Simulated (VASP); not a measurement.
Si$_{3}$N$_{4}$ (space group P6_3/m): computed properties

The numbers are results of r2SCAN meta-GGA, VASP's PBE PAW potentials (set 64) (plane waves; VASP), not measurements.

- space group = P6_3/m (176)
- cell = a = b = 7.6046 Å, c = 2.9044 Å, α = β = 90.00°, γ = 120.00°
- volume per atom = 10.39 Å³/atom
- band gap (over mesh and band path) = 5.00 eV
- smallest direct gap (over mesh and band path) = 5.20 eV
- band-edge character = indirect, Γ-A at 0.40 to Γ
- density = 3.20 g/cm³

```
CELL_PARAMETERS angstrom
      7.60463     0.00000     0.00000
     -3.80232     6.58580     0.00000
      0.00000     0.00000     2.90443
ATOMIC_POSITIONS crystal
  Si 0.23114 0.82504 0.75000
  Si 0.76886 0.17496 0.25000
  Si 0.40610 0.23114 0.25000
  Si 0.59390 0.76886 0.75000
  Si 0.17496 0.40610 0.75000
  Si 0.82504 0.59390 0.25000
  N  0.33333 0.66667 0.75000
  N  0.66667 0.33333 0.25000
  N  0.96921 0.66982 0.75000
  N  0.03079 0.33018 0.25000
  N  0.29939 0.96921 0.25000
  N  0.70061 0.03079 0.75000
  N  0.33018 0.29939 0.75000
  N  0.66982 0.70061 0.25000
```

The path is coarsely sampled, so an indirect gap can come out somewhat too large.

The structure comes from a computed database's Si3N4 entry (P6_3/m); how it stands against other phases isn't given here. It was relaxed first. Symmetry was kept, so distortions that lower it aren't found.
